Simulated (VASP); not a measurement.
Given:

```
CELL_PARAMETERS angstrom
      2.93650     0.00000     0.00000
      0.00000     2.93650     0.00000
      0.00000     0.00000     2.93650
ATOMIC_POSITIONS crystal
  Al 0.50000 0.50000 0.50000
  Ni 0.00000 0.00000 0.00000
```

Method: vdW-DF2, VASP's PBE PAW potentials (set 64) (plane waves; VASP 6.6.1). Numerical set-up: 520 eV cut-off, Gaussian smearing of 0.050 eV, potentials Al Ni.

Question: Give the energies of bands 1 to 9 at the high-symmetry points, in eV from the Fermi level.

Answer: 
```csv
band,Γ,X,M,R
1,-10.70,-6.70,-5.09,-3.83
2,-2.96,-6.41,-3.10,-3.83
3,-2.96,-2.54,-2.65,-3.83
4,-1.47,-2.12,-2.65,-0.96
5,-1.47,-2.12,-1.95,-0.96
6,-1.47,-1.39,-1.95,2.21
7,5.25,-0.66,-0.98,2.21
8,5.25,8.29,1.36,2.21
9,5.25,9.80,2.10,2.92
```

It has no gap at this level: it comes out as a metal or semimetal.

The compound is NiAl in the CsCl type structure. It was relaxed first. The run is not spin-polarised, so no magnetic state was tried. The electron count is odd and the run is not spin-polarised, which forces a metal.
